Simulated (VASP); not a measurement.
```yaml
crystal:
  lattice:
    - [5.56733, 0.00000, 0.00000]
    - [0.00000, 5.56733, 0.00000]
    - [0.00000, 0.00000, 5.56733]
  atoms:
    - { symbol: Mg, position: [0.25000, 0.00000, 0.50000] }
    - { symbol: Mg, position: [0.75000, 0.00000, 0.50000] }
    - { symbol: Mg, position: [0.50000, 0.75000, 0.00000] }
    - { symbol: Mg, position: [0.50000, 0.25000, 0.00000] }
    - { symbol: Mg, position: [0.00000, 0.50000, 0.75000] }
    - { symbol: Mg, position: [0.00000, 0.50000, 0.25000] }
    - { symbol: O, position: [0.25000, 0.50000, 0.00000] }
    - { symbol: O, position: [0.75000, 0.50000, 0.00000] }
    - { symbol: O, position: [0.00000, 0.75000, 0.50000] }
    - { symbol: O, position: [0.00000, 0.25000, 0.50000] }
    - { symbol: O, position: [0.50000, 0.00000, 0.75000] }
    - { symbol: O, position: [0.50000, 0.00000, 0.25000] }
```

Level of theory: r2SCAN meta-GGA, VASP's PBE PAW potentials (set 64) (plane waves; VASP 6.6.1). Numerical set-up: 520 eV cut-off, 5×5×5 Γ-centred mesh, tetrahedra with Blöchl corrections, potentials Mg O.

Q: Tabulate the total density of states (states/eV per cell) against energy (eV; zero at the valence-band maximum or, without a gap, the Fermi level).

A: 
| E (eV) | DOS (states/eV) |
|---|---|
| -9.97 | 0.00 |
| -9.25 | 0.00 |
| -8.53 | 0.00 |
| -7.81 | 0.00 |
| -7.21 | 0.00 |
| -6.49 | 0.00 |
| -5.77 | 0.00 |
| -5.05 | 0.00 |
| -4.33 | 0.00 |
| -3.73 | 0.00 |
| -3.01 | 9.31 |
| -2.29 | 11.7 |
| -1.57 | 8.61 |
| -0.85 | 24.1 |
| -0.13 | 5.96 |
| 0.59 | 0.00 |
| 1.19 | 0.00 |
| 1.91 | 0.00 |
| 2.63 | 0.00 |
| 3.35 | 0.00 |
| 4.07 | 0.35 |
| 4.67 | 0.64 |
| 5.39 | 1.17 |
| 6.11 | 4.45 |
| 6.83 | 0.07 |
Within 2 eV below the valence-band maximum the largest weight inside VASP's projection spheres is O p.

The structure comes from a computed database's MgO entry (Pm-3n); how it stands against other phases isn't given here. It was relaxed first.
